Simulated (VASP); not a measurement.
Given:

```
AlFe
1.0
    2.86865     0.00000     0.00000
    0.00000     2.86865     0.00000
    0.00000     0.00000     2.86865
Al Fe
1 1
Direct
  0.50000   0.50000   0.50000
  0.00000   0.00000   0.00000
```

All values below come from PBE GGA, VASP's PBE PAW potentials (set 64) (plane waves; VASP 6.6.1). Run with 480 eV cut-off, 11×11×11 Γ-centred mesh, first-order Methfessel-Paxton smearing of 0.10 eV, potentials Al Fe.

**Question.** Predict the energy per atom (σ→0), band gap (on the k-mesh) with the smallest direct gap where there is one.

**Answer.** 
```json
{
  "band gap (on the k-mesh)": "none (metal, semimetal or under 0.01 eV)",
  "energy per atom (σ→0)": "-6.305 eV/atom"
}
```

The compound is FeAl in the CsCl type structure. It was relaxed first. The start is the result of an earlier pass. The run is not spin-polarised, so no magnetic state was tried. The electron count is odd and the run is not spin-polarised, which forces a metal.
